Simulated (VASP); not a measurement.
Given:

```
CELL_PARAMETERS angstrom
      4.22721     0.00000     0.00000
      0.00000     4.22721     0.00000
      0.00000     0.00000     2.75108
ATOMIC_POSITIONS crystal
  Mn 0.00000 0.00000 0.00000
  Mn 0.50000 0.50000 0.50000
  O  0.30119 0.30119 0.00000
  O  0.80119 0.19881 0.50000
  O  0.19881 0.80119 0.50000
  O  0.69881 0.69881 0.00000
```
Starting moments (μB, in the order of the record's atoms Mn Mn O O O O): 2.4 -2.4 0.0 0.0 0.0 0.0.

The numbers are results of PBEsol GGA, VASP's PBE PAW potentials (set 64) (plane waves; VASP), not measurements. Settings: 620 eV cut-off, 7×7×11 Γ-centred mesh, first-order Methfessel-Paxton smearing of 0.10 eV, potentials Mn_pv O.

Energy and stress use the plane-wave basis of the starting cell.

### Question
The ions, cell shape and volume at an external pressure of 45.0 GPa are relaxed. Which structure does the run end with?

### Answer

```
CELL_PARAMETERS angstrom
      4.17400     0.00000     0.00000
      0.00000     4.17400     0.00000
      0.00000     0.00000     2.71993
ATOMIC_POSITIONS crystal
  Mn 0.00000 0.00000 0.00000
  Mn 0.50000 0.50000 0.50000
  O  0.30051 0.30051 0.00000
  O  0.80051 0.19949 0.50000
  O  0.19949 0.80051 0.50000
  O  0.69949 0.69949 0.00000
```
Space group P4_2/mnm (136), at a tolerance of 0.03 Å. The cell ends with 0.00 μB, on the sites 2.14 -2.14 -0.04 0.04 0.04 -0.04 μB.

### Question
How do energy and volume change from the first to the last step?

### Answer
The energy (σ→0) changes by +68.8 meV/atom and the volume by -3.6 %, in 6 ionic steps.

```csv
step,E(σ→0) (eV),max force (eV/Å),pressure (GPa),volume (Å³)
1,-50.1680,0.008,30.07,49.16
2,-48.3765,0.665,84.30,43.92
3,-49.7767,0.189,44.52,47.47
4,-49.7635,0.194,44.95,47.42
5,-49.7422,0.192,45.04,47.35
6,-49.7551,0.008,45.01,47.39
```

The compound is MnO2 in the rutile structure. This run relaxes it under an external pressure of 45 GPa. Symmetry was kept, so distortions that lower it aren't found.
